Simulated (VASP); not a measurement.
A convergence study with VASP on Ni (fcc): one setting is varied, all else stays as given below, so the limit is that of these other settings. Each run relaxes cell and ions from the cell shown. The basis is that of the starting cell, so low cut-offs carry a Pulay error.

```yaml
crystal:
  lattice:
    - [0.00000, 1.76000, 1.76000]
    - [1.76000, 0.00000, 1.76000]
    - [1.76000, 1.76000, 0.00000]
  atoms:
    - { symbol: Ni, position: [0.00000, 0.00000, 0.00000], spin: 0.8 }
```

Calculation: PBE GGA, VASP's PBE PAW potentials (set 64) (plane waves; VASP). The tightest run used: 700 eV cut-off, 15×15×15 Γ-centred mesh, first-order Methfessel-Paxton smearing of 0.10 eV, potentials Ni.

```json
[
 {"setting": "ENCUT = 250", "relaxed volume (Å³/atom)": "10.412", "E (eV/atom)": "-5.4635", "moment (μB)": "0.631", "plane waves": "113"},
 {"setting": "ENCUT = 300", "relaxed volume (Å³/atom)": "10.869", "E (eV/atom)": "-5.4819", "moment (μB)": "0.649", "plane waves": "138"},
 {"setting": "ENCUT = 350", "relaxed volume (Å³/atom)": "10.862", "E (eV/atom)": "-5.4776", "moment (μB)": "0.648", "plane waves": "170"},
 {"setting": "ENCUT = 400", "relaxed volume (Å³/atom)": "10.856", "E (eV/atom)": "-5.4727", "moment (μB)": "0.647", "plane waves": "204"}
]
```

Task: These are the cheaper rows. Estimate the results at ENCUT = 700, and how far the last row shown lies from them.

Result: 
```json
[
 {"quantity": "relaxed volume (Å³/atom)", "tightest run": "10.887", "last row shown is off by": "-0.031"},
 {"quantity": "E (eV/atom)", "tightest run": "-5.4712", "last row shown is off by": "-0.0015"},
 {"quantity": "moment (μB)", "tightest run": "0.647", "last row shown is off by": "0.000"}
]
```

Left out are rungs that failed or repeat a setting and relaxations that didn't move; long series are thinned to 24 rows.

The compound is Ni in the fcc structure. The spin order is the one that the start imposed; others were not tried in this run.
